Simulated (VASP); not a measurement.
**SnCl: equation of state with PBE**

The system is SnCl.

```
CELL_PARAMETERS angstrom
3.49755 0.00000 0.00000
-1.74877 3.02896 0.00000
0.00000 0.00000 10.06221
ATOMIC_POSITIONS crystal
Sn 0.66667 0.33333 0.82051
Sn 0.33333 0.66667 0.32051
Cl 0.66667 0.33333 0.55449
Cl 0.33333 0.66667 0.05449
```

The cell comes from a database or a generator and needn't be the stable form of this composition.

```yaml
Program: VASP 6.6.1
Task: equation of state
Functional: PBE
Potentials_or_basis: VASP PAW PBE potentials, release 64 (Sn_d, Cl)
Cutoff: 520 eV
k_mesh: 9 × 9 × 3
Occupations: fermi-dirac, width 0.05 eV
Spin: no spin polarisation
Further_INCAR_settings: ALGO = Normal; EDIFF = 1e-07; NBANDS = 29
```

```json
{"Equilibrium volume": "26.51 Å³/atom", "Bulk modulus at fixed shape and positions": "40 GPa", "Pressure derivative of the bulk modulus": "4.6"}
```

Energy against volume, from the lowest point:
```csv
volume (Å³/atom),energy (meV/atom)
25.051,10.94
25.584,4.19
26.117,0.65
26.650,0.00
27.183,1.91
27.716,6.13
28.249,12.39
```

All runs of the series together: 11 min on 1 thread of Intel(R) Xeon(R) Platinum 8488C (Sapphire Rapids) (shared host).

Caveat: the cell was scaled at fixed shape and fractional positions, which overstates the stiffness of a crystal with free parameters, most of all of layers and chains.
